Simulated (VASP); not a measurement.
Molecule: OGaCl2H, in a box.

```
O Ga Cl H
1.0
    12.00000    0.00000    0.00000
     0.00000   13.00000    0.00000
     0.00000    0.00000   12.00000
O Ga Cl H
1 1 2 1
Direct
  0.51845 0.59803 0.52741
  0.50712 0.46348 0.51165
  0.62225 0.36807 0.59506
  0.37992 0.39873 0.41060
  0.46265 0.63517 0.48642
```

Base run:

| Quantity | Value |
| --- | --- |
| Program | VASP 6.6.1 |
| Functional | HSE06 |
| Dispersion | D3(BJ) |
| Potentials or basis | VASP PAW PBE potentials, release 64 (O, Ga_d, Cl, H) |
| Cutoff | 520 eV |
| k mesh | 1 × 1 × 1 |
| Occupations | gaussian, width 0.01 eV |
| Spin | no spin polarisation |

Its results: gap between the frontier levels 6.83 eV; largest force 0.280 eV/Å.

**Question.** The run is repeated on the same cell with these changes: functional from HSE06 to r2SCAN; further incar settings from ALGO = Normal; EDIFF = 1e-06; NBANDS = 25 to ALGO = Normal; EDIFF = 1e-07. What comes out?

**Answer.** Gap between the frontier levels 5.86 eV; largest force 0.261 eV/Å.

Caveats: the PAW data sets were made with another functional, which shifts forces and pressure a little.

